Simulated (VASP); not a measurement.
An input for Quantum ESPRESSO's pw.x (written as the equivalent of a VASP run, and not itself run):

```
&CONTROL
  calculation = 'scf'
  pseudo_dir = './pseudo'
  outdir = './out'
  tprnfor = .true.
  tstress = .true.
/
&SYSTEM
  ibrav = 0
  nat = 2
  ntyp = 2
  ecutwfc = 84
  occupations = 'smearing'
  smearing = 'fermi-dirac'
  degauss = 0.00147
  input_dft = 'pz'
/
&ELECTRONS
  conv_thr = 7.3e-08
  electron_maxstep = 100
/
ATOMIC_SPECIES
  Mg 24.305 Mg.upf
  S 32.060 S.upf
CELL_PARAMETERS angstrom
     0.0000000    2.6192450    2.6192450
     2.6192450    0.0000000    2.6192450
     2.6192450    2.6192450    0.0000000
ATOMIC_POSITIONS crystal
  Mg   0.0000000  0.0000000  0.0000000
  S    0.5000000  0.5000000  0.5000000
K_POINTS automatic
  7 7 7 0 0 0
```

Translate this input to VASP (INCAR, KPOINTS, POSCAR, choice of POTCAR).

One answer among several that fit: 
**POSCAR**
```
MgS
1
    0.0000000000     2.6192450000     2.6192450000
    2.6192450000     0.0000000000     2.6192450000
    2.6192450000     2.6192450000     0.0000000000
Mg S
1 1
Direct
  0.0000000000   0.0000000000   0.0000000000
  0.5000000000   0.5000000000   0.5000000000
```

### KPOINTS
```
Regular mesh
0
Gamma
  7 7 7
0 0 0
```

INCAR:
```
# general
SYSTEM=MgS
PREC  =Accurate
ENCUT =300
LREAL =.False.
LASPH =.True.

# electronic loop
EDIFF =1E-6
NELM  =100
ALGO  =Normal

# smearing
ISMEAR=-1
SIGMA =0.02

# ions
ISIF  =2

# output
LWAVE =.False.
LCHARG=.False.
```

POTCAR, in this order: Mg S (LDA.64 set). Program: vasp_std.

The two are equivalent in intent, not identical: the potentials are each code's own (VASP's PAW set, PseudoDojo norm-conserving files in pw.x), so ENCUT and ecutwfc are chosen apart and not converted; conv_thr bounds pw.x's estimated SCF error, while EDIFF bounds the energy change between steps.

The structure comes from a computed database's MgS entry; how it stands against other phases isn't given here. The cell was not relaxed at this level. The run is one of a series of settings (GGA removed, POTCAR Mg S (LDA.64 set) against the base run), some of them coarse on purpose.
